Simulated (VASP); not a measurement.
```xyz
3
Lattice="0.0000 2.5362 2.5362 2.5362 0.0000 2.5362 2.5362 2.5362 0.0000" Properties=species:S:1:pos:R:3 pbc="T T T"
Hf     0.0000     0.0000     0.0000
O      1.2681     1.2681     1.2681
O      3.8043     3.8043     3.8043
```

These are PBE GGA, VASP's PBE PAW potentials (set 64) (plane waves; VASP 6.6.1) values and carry that method's errors. Numerical set-up: 600 eV cut-off, 8×8×8 Γ-centred mesh, Gaussian smearing of 0.050 eV, potentials Hf_pv O.

Energy and stress use the plane-wave basis of the starting cell.

### Question
The ions, cell shape and volume at an external pressure of 30.0 GPa are relaxed. Which structure does the run end with?

### Answer

```xyz
3
Lattice="0.0000 2.4546 2.4546 2.4546 0.0000 2.4546 2.4546 2.4546 0.0000" Properties=species:S:1:pos:R:3 pbc="T T T"
Hf     0.0000     0.0000     0.0000
O      1.2273     1.2273     1.2273
O      3.6819     3.6819     3.6819
```
Space group Fm-3m (225), at a tolerance of 0.03 Å.

### Question
How do energy and volume change from the first to the last step?

### Answer
The energy (σ→0) changes by +86.7 meV/atom and the volume by -9.3 %, in 5 ionic steps.

The compound is HfO2 in the fluorite structure, the high-temperature cubic form, which is unstable at 0 K; the monoclinic form is the stable one. This run relaxes it under an external pressure of 30 GPa. Symmetry was kept, so distortions that lower it aren't found.
